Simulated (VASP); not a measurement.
Level of theory: PW91 GGA, VASP's PBE PAW potentials (set 64) (plane waves; VASP 6.6.1).

The input files of a VASP run:

### INCAR
```
! general
SYSTEM  = W
PREC    = Accurate
ENCUT   = 520   ! plane-wave cut-off (eV)
LREAL   = .FALSE.   ! projection in real space or not
LASPH   = .TRUE.   ! aspherical one-centre terms

! electronic loop
EDIFF   = 1E-7   ! SCF stop (eV)
NELM    = 100
ALGO    = Normal
LMAXMIX = 6   ! l cut-off of mixed one-centre charges

! smearing
ISMEAR  = 1   ! Methfessel-Paxton
SIGMA   = 0.1   ! width (eV)

! functional
GGA     = 91   ! PW91

! ions
ISIF    = 2   ! forces and stress, cell fixed

! output
LWAVE   = .FALSE.
LCHARG  = .FALSE.
```

POSCAR:
```
W
2.7918490
 -0.5773503467   0.5773503467   0.5773503467
  0.5773503467  -0.5773503467   0.5773503467
  0.5773503467   0.5773503467  -0.5773503467
W
1
Direct
  0.0000000000   0.0000000000   0.0000000000
```

**KPOINTS**
```
Automatic mesh
0
Gamma
16 16 16
0 0 0
```

POTCAR, in this order: W_sv (PBE.64 set). Program: vasp_std.

Unless said otherwise, spin-orbit coupling is left out, though it shifts the bands of the heavy elements here.

**Question.** What does the run give for the energy per atom (σ→0), pressure, band gap (on the k-mesh)?

**Answer.** 
The energy per atom (σ→0) comes out as -12.835 eV/atom. The band gap (on the k-mesh) is none (metal, semimetal or under 0.01 eV) and the pressure is -9.04 GPa.

**OSZICAR**
```
...
DAV:   7    -0.128395039517E+02    0.13737E+00   -0.34700E-01  3514   0.722E+00    0.780E-01
DAV:   8    -0.128359100382E+02    0.35939E-02   -0.44880E-03  3292   0.102E+00    0.151E-01
DAV:   9    -0.128356896575E+02    0.22038E-03   -0.34211E-04  3544   0.219E-01    0.397E-02
DAV:  10    -0.128356857338E+02    0.39237E-05   -0.12573E-05  3433   0.511E-02    0.409E-03
DAV:  11    -0.128356859874E+02   -0.25356E-06   -0.18311E-07  3233   0.526E-03    0.639E-04
DAV:  12    -0.128356858398E+02    0.14757E-06   -0.94405E-09  1760   0.133E-03    0.795E-05
DAV:  13    -0.128356858558E+02   -0.15986E-07   -0.87532E-10  1688   0.440E-04
   1 F= -.12835686E+02 E0= -.12835450E+02  d E =-.707649E-03
```

The compound is W in the bcc structure. This cell is one point of a volume scan, at 1.03 of the reference volume.
